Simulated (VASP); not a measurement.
Output of a VASP run:

OSZICAR:
```
       N       E                     dE             d eps       ncg     rms          rms(c)
DAV:   1     0.202377118125E+03    0.20238E+03   -0.15046E+04 10400   0.246E+03
DAV:   2     0.914732230108E+01   -0.19323E+03   -0.19121E+03 10388   0.451E+02
DAV:   3    -0.846342072035E+01   -0.17611E+02   -0.17430E+02 11862   0.140E+02
DAV:   4    -0.900300706008E+01   -0.53959E+00   -0.53839E+00 11962   0.267E+01
DAV:   5    -0.902349565787E+01   -0.20489E-01   -0.20500E-01 14062   0.477E+00    0.262E+00
DAV:   6    -0.899213570958E+01    0.31360E-01   -0.38874E-02 13592   0.310E+00    0.143E+00
DAV:   7    -0.897992756110E+01    0.12208E-01   -0.21746E-02 13588   0.222E+00    0.159E-01
DAV:   8    -0.897936642923E+01    0.56113E-03   -0.20129E-03 12386   0.723E-01    0.304E-02
DAV:   9    -0.897936204332E+01    0.43859E-05   -0.50118E-05 13462   0.742E-02    0.137E-02
DAV:  10    -0.897935746272E+01    0.45806E-05   -0.43904E-06 13176   0.267E-02    0.181E-03
DAV:  11    -0.897935841219E+01   -0.94947E-06   -0.30162E-07  9430   0.750E-03    0.115E-03
DAV:  12    -0.897935867761E+01   -0.26542E-06   -0.33427E-08  5600   0.209E-03    0.125E-04
DAV:  13    -0.897935864519E+01    0.32413E-07   -0.70289E-09  5532   0.117E-03
   1 F= -.89793586E+01 E0= -.89793586E+01  d E =0.000000E+00
```

OUTCAR:
```
------------------------ aborting loop because EDIFF is reached ----------------------------------------
  FORCE on cell =-STRESS in cart. coord.  units (eV):
  Direction    XX          YY          ZZ          XY          YZ          ZX
  --------------------------------------------------------------------------------------
  Total        0.0357994      0.0357994     -0.0159087      0.0000000     -0.0000000      0.0000000
  in kB        1.0976486      1.0976486     -0.4877776      0.0000000     -0.0000000      0.0000000
  external PRESSURE =       0.5691732 kB  Pullay stress =       0.0000000 kB
  volume of cell :       52.25
      direct lattice vectors                 reciprocal lattice vectors
    -2.888393357  2.888393357  1.565851808     0.000000000  0.173106616  0.319315019
     2.888393357 -2.888393357  1.565851808     0.173106616  0.000000000  0.319315019
     2.888393357  2.888393357 -1.565851808     0.173106616  0.173106616  0.000000000
 POSITION                                       TOTAL-FORCE (eV/Angst)
 -----------------------------------------------------------------------------------
      2.88839      0.00000      0.78293        -0.000000     -0.000000     -0.000000
      0.00000      0.00000      0.00000         0.000000      0.000000      0.000000
 -----------------------------------------------------------------------------------
    total drift:                               -0.000000     -0.000000      0.000000
  FREE ENERGIE OF THE ION-ELECTRON SYSTEM (eV)
  ---------------------------------------------------
  free  energy   TOTEN  =        -8.9793586452 eV

  energy  without entropy=       -8.9793586452  energy(sigma->0) =       -8.97935865

 total charge

# of ion       s       p       d       tot
------------------------------------------
    1        1.243   1.057   9.980  12.279
    2        1.243   1.057   9.980  12.279
--------------------------------------------------
tot          2.486   2.113  19.959  24.559
```
(Selected blocks of OUTCAR.)

POSCAR:
```
Sn
1
   -2.8883933573     2.8883933573     1.5658518080
    2.8883933573    -2.8883933573     1.5658518080
    2.8883933573     2.8883933573    -1.5658518080
Sn
2
Direct
  0.2500000000   0.7500000000   0.5000000000
  0.0000000000   0.0000000000   0.0000000000
```

Q: Write an INCAR and KPOINTS that could have produced this output.

A: This is not unique; one that fits is the input of the run itself, LDA (Ceperley-Alder, Perdew-Zunger), plane waves, VASP's LDA PAW potentials (set 64).

### INCAR
```
ISMEAR  =  -5   # tetrahedra, Bloechl
LWAVE  =  .False.
ISIF  =  2   # forces and stress, cell fixed
LREAL  =  .False.
PREC  =  Accurate
LCHARG  =  .True.
ALGO  =  Normal   # blocked Davidson
NEDOS  =  601   # DOS grid
LASPH  =  .True.   # aspherical one-centre terms
LORBIT  =  11
SYSTEM  =  Sn
EDIFF  =  1E-7
LMAXMIX  =  4
NELM  =  100   # most electronic steps
ENCUT  =  520   # plane-wave cut-off (eV)
```

KPOINTS:
```
Automatic mesh
0
Gamma
15 15 15
0 0 0
```

POTCAR, in this order: Sn_d (LDA.64 set). Program: vasp_std.

For a metal the tetrahedron method with Blöchl corrections gives inexact stress and forces.

The compound is Sn in the beta structure. It was relaxed first.
